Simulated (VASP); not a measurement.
VASP runs on AuZn (CsCl type) share one base input (PBE GGA, plane waves, VASP's PBE PAW potentials (set 64)) and change the settings named in each case.

KPOINTS:
```
Automatic mesh
0
Gamma
10 10 10
0 0 0
```

### INCAR
```
ALGO = Normal
EDIFF = 1E-6
ENCUT = 400
GGA = PE
ISIF = 2
ISMEAR = 1
LASPH = .TRUE.
LCHARG = .FALSE.
LMAXMIX = 6
LREAL = .FALSE.
LWAVE = .FALSE.
NELM = 100
PREC = Accurate
SIGMA = 0.1
SYSTEM = AuZn
```

### POSCAR
```
AuZn
1
    3.1500000000     0.0000000000     0.0000000000
    0.0000000000     3.1500000000     0.0000000000
    0.0000000000     0.0000000000     3.1500000000
Zn Au
1 1
Direct
  0.5000000000   0.5000000000   0.5000000000
  0.0000000000   0.0000000000   0.0000000000
```

POTCAR, in this order: Zn Au (PBE.64 set). Program: vasp_std.

```json
[
 {"change": "base run", "E(σ→0) (eV/atom)": "-2.3668", "pressure (GPa)": "4.04", "−TS (eV)": "-0.0004"},
 {"change": "LDAU = .TRUE., LDAUJ = 0 0, LDAUL = 2 -1, LDAUTYPE = 2, LDAUU = 1.0 0", "E(σ→0) (eV/atom)": "-2.3163", "pressure (GPa)": "3.62", "−TS (eV)": "-0.0006"},
 {"change": "LDAU = .TRUE., LDAUJ = 0 0, LDAUL = 2 -1, LDAUTYPE = 2, LDAUU = 2.0 0", "E(σ→0) (eV/atom)": "-2.2699", "pressure (GPa)": "3.15", "−TS (eV)": "-0.0008"},
 {"change": "LDAU = .TRUE., LDAUJ = 0 0, LDAUL = 2 -1, LDAUTYPE = 2, LDAUU = 3.0 0", "E(σ→0) (eV/atom)": "-2.2279", "pressure (GPa)": "2.66", "−TS (eV)": "-0.0009"},
 {"change": "LDAU = .TRUE., LDAUJ = 0 0, LDAUL = 2 -1, LDAUTYPE = 2, LDAUU = 4.0 0", "E(σ→0) (eV/atom)": "-2.1901", "pressure (GPa)": "2.16", "−TS (eV)": "-0.0010"},
 {"change": "LDAU = .TRUE., LDAUJ = 0 0, LDAUL = 2 -1, LDAUTYPE = 2, LDAUU = 5.0 0", "E(σ→0) (eV/atom)": "-2.1565", "pressure (GPa)": "1.57", "−TS (eV)": "-0.0011"},
 {"change": "LDAU = .TRUE., LDAUJ = 0 0, LDAUL = 2 -1, LDAUTYPE = 2, LDAUU = 6.0 0", "E(σ→0) (eV/atom)": "-2.1273", "pressure (GPa)": "0.94", "−TS (eV)": "-0.0011"},
 {"change": "LDAU = .TRUE., LDAUJ = 0 0, LDAUL = 2 -1, LDAUTYPE = 2, LDAUU = 8.0 0", "E(σ→0) (eV/atom)": "-2.0823", "pressure (GPa)": "-0.51", "−TS (eV)": "-0.0011"},
 {"change": "LDAU = .TRUE., LDAUJ = 0 0, LDAUL = 2 -1, LDAUTYPE = 2, LDAUU = 5.0 0, LMAXMIX = 2", "E(σ→0) (eV/atom)": "-2.1565", "pressure (GPa)": "1.57", "−TS (eV)": "-0.0011"}
]
```
 Energies of different potentials or functionals have different zeros. Unless said otherwise, spin-orbit coupling is left out, though it shifts the bands of the heavy elements here.

Left out are runs that ran out of time, are held back, or changed the cell or the kind of run, fixed moments of cells without a moment, rows past the twelfth, gaps on odd meshes, pressures of charged cells and columns that move by less than the noise.

The compound is AuZn in the CsCl type structure. The cell was not relaxed at this level. The electron count is odd and the run is not spin-polarised, which forces a metal.
